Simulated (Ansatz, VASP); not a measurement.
**Mo (Mo(310)): VASP beside Ansatz**

One calculation is typed for both programs; each brings its own data sets. How far apart do they land? Of the first pair: The structure shown is the start of the Ansatz relaxation below; VASP solves that cell, so the two are compared at the walk's first step.

Main program and level: Ansatz 0.2.0; plane waves, with VASP 6.6.1 beside it; single point at LDA.

## Step 1: The structure

The cell holds 10 atoms: 10 Mo. Cell: a = 3.150 Å, b = 5.224 Å, c = 25.965 Å, α = 90.0°, β = 90.0°, γ = 107.5°. Vacuum lies along c.

## Step 2: Ansatz: relaxation, LDA

Ansatz runs on its default PAW (the set named soft_2) files.

The two programs are compared at the cell with which this relaxation starts, whose forces are those of its first step.

input.yaml

```yaml
crystal:
  lattice:
    - [3.15, 0.0, 0.0]
    - [-1.575, 4.98058731, 0.0]
    - [0.0, 0.0, 25.9650571666]
  atoms:
    - { symbol: Mo, position: [0.9, 0.8, 0.3273630382] }
    - { symbol: Mo, position: [0.2, 0.4, 0.3657268075] }
    - { symbol: Mo, position: [0.5, 0.0, 0.4040905768] }
    - { symbol: Mo, position: [0.8, 0.6, 0.4424543461] }
    - { symbol: Mo, position: [0.1, 0.2, 0.4808181154] }
    - { symbol: Mo, position: [0.4, 0.8, 0.5191818846] }
    - { symbol: Mo, position: [0.7, 0.4, 0.5575456539] }
    - { symbol: Mo, position: [0.0, 0.0, 0.5959094232] }
    - { symbol: Mo, position: [0.3, 0.6, 0.6342731925] }
    - { symbol: Mo, position: [0.6, 0.2, 0.6726369618] }
kpoints:
  mp_grid: { grid: [9, 6, 1] }
hamiltonian:
  xc: lda
scf:
  occupations: { method: fermi_dirac, width: 0.1 }
  convergence: { dr2_threshold: 1.0e-08 }
efield:
  axis: 3
  dipole_correction: true
  ramp_position: 0.97
  ramp_width: 0.06
relax:
  f_tol: 0.015
  max_steps: 90
  constraints: [{ sites: [0, 1, 2] }]
output:
  write_potential: true
  write_density: true
  volumetric_format: npy
```

Started as:

```
> ansatz run input.yaml --threads 4 --pin off --max-ram 6144MiB --backend cpu --events-out ev --progress --plain --runs-dir out
```

Numbers of over 12 decimals in the logs are rounded to 6 here.

Output:

```text
Warning: crystal.symmetry: narrowed to the stabiliser of the k-point mesh — unitary ops 2 → 1; excluded 1 operation that carries a point of the 9×6×1 mesh (shift [0, 0, 0]) off the mesh (the run samples exactly the mesh kpoints.mp_grid names, as under crystal.symmetry.detect: false, and its converged state has the mesh's symmetry, not the crystal's; ε∞, the Born charges and the force constants of a linear response (`dielectric:` by the response, `phonons.method: dfpt`) are averaged over those of the crystal's operations that the state keeps within a tolerance, where `mesh_tensors`, `unaveraged_element` or `gamma_mean_max_change_ev_ang2` stands beside them; [rest of the remark cut]
Engine: ansatz 0.2.0, aarch64-unknown-linux-gnu
Pseudopotentials: kind: paw
Pseudopotential: Mo, paw, valence charge 14, recommended cutoff 420 eV (normal), Mo.paw.azcp
Functional definition: SPW92
  exchange = slater_x
  correlation = pw_c
Crystal: 10 atoms, lattice volume = 407.362 Å³
Basis set: ecut = 420 eV, 7999 PW (Γ)
Bands: 84, of which v1, the nominal top of the filled ones, is band 70 counted from 1 (69 counted from 0)
Symmetry: 1 space group operations
k-points: 28 of 54 (time reversal used)
Non-local potential: Mo, projectors of the file, l = 0: 3, l = 1: 2, l = 2: 2, l = 3: 1
PAW form: soft (Blöchl's): semilocal exchange-correlation on the pseudo side does not see the compensation charge
PAW frozen core: Mo, regenerated for the run's functional, and the local potential with it (the file was generated under x = pbe(κ = 0.804, μ = 0.219515), c = pbe(β = 0.066725))
PAW one-centre angular grid: Mo, 590 points (default); XC on 64 Gauss nodes
Initial density: superposition of atomic densities (neutral atoms: chi_scale 0, normalization atom), corrected by the library's trained network
Initial wavefunctions: pseudopotential atomic-orbital guess
Functional: x = slater, c = lda
SCF iter   1: F=—  HF=-48420.716570 eV  |F-HF|=—  |Δ(HF+E_count)|=         —  Δρ=6.82e-3  dr2=8.84e-1  ethr=1.77e-3  p=-0.000 e·Å  D=-4.49e-14 V/Å  ΔV_dip=0.00 eV  dr2_dipole=3.28e-10  V_vac-E_F(+/−)=4.10/4.10 eV  ⟨swp⟩=9.1  Hψ=11579  notcnv=0
efield: sawtooth ramp at fractional position 0.9700 (set: `efield.ramp_position`, or a place that a band, a saddle search or an elastic batch's reference lends), width 0.0600; the density the first Hamiltonian is built on has a dipole p = -0.000 e·Å; the dipole correction subtracts the counter field D = -4.49e-14 V/Å, which shifts the + side's vacuum level by +0.00 eV against the − side's; the planar-averaged density in the ramp window peaks in size at 1.0e-5 e/Å³
preconditioner: auto → LDOS  [metal: Δε(μ)=0.010 eV  Ē_g=3.649 eV  σ=0.100 eV  W_gap=0.02  n_scr=76 (ndim 8)  ℏωp=14.3 eV  f_vac=0.534  D(μ)=9.22/eV (n_scr^D=42)  β→1.0]
SCF iter   2: F=—  HF=-48420.696978 eV  |F-HF|=—  |Δ(HF+E_count)|=   1.96e-2  Δρ=2.69e-3  dr2=8.59e-2  ethr=6.31e-4  p=-0.000 e·Å  D=-1.80e-6 V/Å  ΔV_dip=0.00 eV  dr2_dipole=4.30e-9  V_vac-E_F(+/−)=4.13/4.13 eV  ⟨swp⟩=1.3  Hψ=2726  notcnv=0
SCF iter   3: F=—  HF=-48420.691114 eV  |F-HF|=—  |Δ(HF+E_count)|=   5.86e-3  Δρ=1.01e-3  dr2=9.96e-3  ethr=6.14e-5  p=-0.000 e·Å  D=-7.15e-7 V/Å  ΔV_dip=0.00 eV  dr2_dipole=2.29e-11  V_vac-E_F(+/−)=4.14/4.14 eV  ⟨swp⟩=2.0  Hψ=3145  notcnv=0
SCF iter   4: F=—  HF=-48420.690186 eV  |F-HF|=—  |Δ(HF+E_count)|=   9.28e-4  Δρ=1.88e-4  dr2=3.87e-4  ethr=7.12e-6  p=-0.000 e·Å  D=-5.11e-7 V/Å  ΔV_dip=0.00 eV  dr2_dipole=2.57e-13  V_vac-E_F(+/−)=4.15/4.15 eV  ⟨swp⟩=2.2  Hψ=3287  notcnv=0
SCF iter   5: F=—  HF=-48420.690161 eV  |F-HF|=—  |Δ(HF+E_count)|=   2.52e-5  Δρ=6.52e-5  dr2=4.26e-5  ethr=2.76e-7  p=-0.000 e·Å  D=-2.68e-7 V/Å  ΔV_dip=0.00 eV  dr2_dipole=2.45e-13  V_vac-E_F(+/−)=4.15/4.15 eV  ⟨swp⟩=3.0  Hψ=3773  notcnv=0
SCF iter   6: F=—  HF=-48420.690159 eV  |F-HF|=—  |Δ(HF+E_count)|=   1.18e-6  Δρ=2.54e-5  dr2=5.44e-6  ethr=3.04e-8  p=-0.000 e·Å  D=-9.98e-8 V/Å  ΔV_dip=0.00 eV  dr2_dipole=6.46e-15  V_vac-E_F(+/−)=4.16/4.16 eV  ⟨swp⟩=2.1  Hψ=3246  notcnv=0
SCF iter   7: F=—  HF=-48420.690316 eV  |F-HF|=—  |Δ(HF+E_count)|=   1.56e-4  Δρ=8.48e-6  dr2=9.75e-7  ethr=3.89e-9  p=-0.000 e·Å  D=-3.45e-8 V/Å  ΔV_dip=0.00 eV  dr2_dipole=3.63e-13  V_vac-E_F(+/−)=4.16/4.16 eV  ⟨swp⟩=3.3  Hψ=4986  notcnv=0
SCF iter   8: F=—  HF=-48420.690316 eV  |F-HF|=—  |Δ(HF+E_count)|=   2.80e-8  Δρ=3.10e-6  dr2=7.94e-8  ethr=6.96e-10  p=-0.000 e·Å  D=-8.11e-9 V/Å  ΔV_dip=0.00 eV  dr2_dipole=2.61e-14  V_vac-E_F(+/−)=4.16/4.16 eV  ⟨swp⟩=2.6  Hψ=4262  notcnv=0
[...]
SCF 7 converged in 7 iterations: F = -48421.297835 eV  dr2 = 1.20e-9
relax step   7: F+E_penalty+E_count = -48421.29783542 eV  Δ(F+E_penalty+E_count) = -6.866e-5 eV  max|allowed force component| = 7.619e-3 eV/Å  Δτ_max = 0.0044 Å  (7 SCF iters, accepted)
NSCF: frozen V_eff on 28 k-points
the band table was solved once a step of the walk had ended and its energy, with any forces and stress, was formed, with the checks that follow a solve (10403 applications of the Hamiltonian). They found nothing against the state; the energy, forces and stress were not computed again (output.eigenvalues in the input reference)
WARN: The output density's exchange-correlation potential varies sharply where the density is thin. Do not read a vacuum level from v_tot or v_xc, or from such a field of the output density. On a cell that repeats whose density bears no net charge and no dipole along the vacuum's axis use v_es (v_loc + v_h of the components); under efield.dipole_correction with no amplitude use v_es + v_field, which holds any externa [...]
SCF converged after 7 iterations
Free energy (F): -48421.297835 eV
Harris-Foulkes:  -48421.297835 eV  (|F-HF|=1.31e-10)
Internal energy: -48421.020013 eV  (E = F + TS)
E sigma→0 (E₀):  -48421.158924 eV
Entropy (-TS):   -0.277822 eV (-27.782 meV/atom)
Fermi energy:    5.433934 eV
Dipole field:    D = -0.003809 V/Å  (p = -0.008575 e·Å, saw-weighted, corrected)
Work function:   Φ+ = 4.2622 eV   Φ− = 4.1633 eV
Levels:          The Fermi level and band energies are counted from a zero that moves with the ramp; work functions are not
--- Per-component energies (eV) ---
  E_band       = -2714.439856
  E_kinetic    = 4409.836716
  E_local      = -201439.981622  (includes V_loc(G=0)·N_el)
  E_nonlocal   = 1485.565712
  E_hartree    = 98292.562983
  E_xc         = -1817.184887
  E_vxc        = -2277.435080  (∫ρ·V_xc dr)
  E_paw        = -30896.231224  (= ΣΔE_a)
  E_vpaw       = -1477.482503  (= ΣTr[D̂ρ^β])
  E_aug_tail   = 0.000301  (compensation charges beyond the density's cutoff)
  E_efield     = 0.000016  (sawtooth field / dipole correction)
  E_vefield    = -0.063510  (∫n·V_field dr)
  E_ewald      = 81539.683829
  E_core_change = 4.728162  (= ΣΔE_core)
  E_smearing   = -0.277822  (= −TS)
  E_closure    = -0.000000  (closes the sum)
  Σ components = -48421.297835   (vs F -48421.297835, Δ=0.00e0)
--- Forces (eV/Å), atoms counted from 1 ---
  atom   1  Mo    -0.00800792    -0.43293781     2.37709818
  atom   2  Mo     0.00675445     0.62192387    -0.64095212
  atom   3  Mo     0.00123972    -0.18955477    -1.73575060
  atom   4  Mo     0.00015654    -0.00096635     0.00039043
  atom   5  Mo    -0.00010477    -0.00034921     0.00061426
  atom   6  Mo     0.00008671     0.00044672    -0.00241509
  atom   7  Mo    -0.00030518    -0.00078222     0.00307520
  atom   8  Mo     0.00005708     0.00257256     0.00193878
  atom   9  Mo     0.00018551    -0.00135295     0.00351202
  atom  10  Mo    -0.00006151     0.00098296    -0.00761911
  max |Σ_I F_I| component: 1.08e-4 eV/Å
--- Band table (eV; the first three rows and the last of 28) ---
  k-point 0: bands = [... 66 lower, 4.4889, 4.8383, 5.0924, 5.1922, 5.2207, 5.4259, 5.5831, 5.7141, ... 10 higher]
  k-point 1: bands = [... 66 lower, 4.6542, 4.8010, 4.9034, 5.0967, 5.4141, 5.4545, 5.6425, 5.7391, ... 10 higher]
  k-point 2: bands = [... 66 lower, 4.8297, 4.8920, 5.2071, 5.3433, 5.3876, 5.7846, 5.9518, 5.9800, ... 10 higher]
  k-point 27: bands = [... 66 lower, 4.6834, 5.1785, 5.3988, 5.5907, 5.8165, 6.0346, 6.1623, 6.3895, ... 10 higher]
--- Relaxed structure (7 steps of the walk, 7 accepted, 0 SCFs on fresh bases) ---
  F+E_penalty+E_count = -48421.29783542 eV   max|allowed force component| = 7.619e-3 eV/Å
  atoms:
    - { symbol: Mo, position: [0.9, 0.8, 0.327363] }
    - { symbol: Mo, position: [0.2, 0.4, 0.3657268075] }
    - { symbol: Mo, position: [0.5, 0.0, 0.4040905768] }
    - { symbol: Mo, position: [0.798141, 0.596218, 0.438296] }
    - { symbol: Mo, position: [0.097111, 0.194155, 0.477509] }
    - { symbol: Mo, position: [0.398470, 0.795985, 0.515585] }
    - { symbol: Mo, position: [0.699467, 0.398679, 0.550977] }
    - { symbol: Mo, position: [-0.00374354, -0.00777595, 0.591044] }
    - { symbol: Mo, position: [0.293365, 0.586266, 0.627565] }
    - { symbol: Mo, position: [0.608591, 0.217329, 0.655953] }
```

(Continued in part 2 of 3.)

[Lines on the potential files, build, host, timing and source positions are cut from VASP's logs without a mark.]

[Logs are printed without paths, hosts, clocks, repeated set-up lines and the standing remarks that a program may print on its own settings, such as how far it seeks lower states.]

[Hosts, paths, dates, database ids (printed as entryN), source tags and the programs' standing remarks are cut or masked in the printed files.]
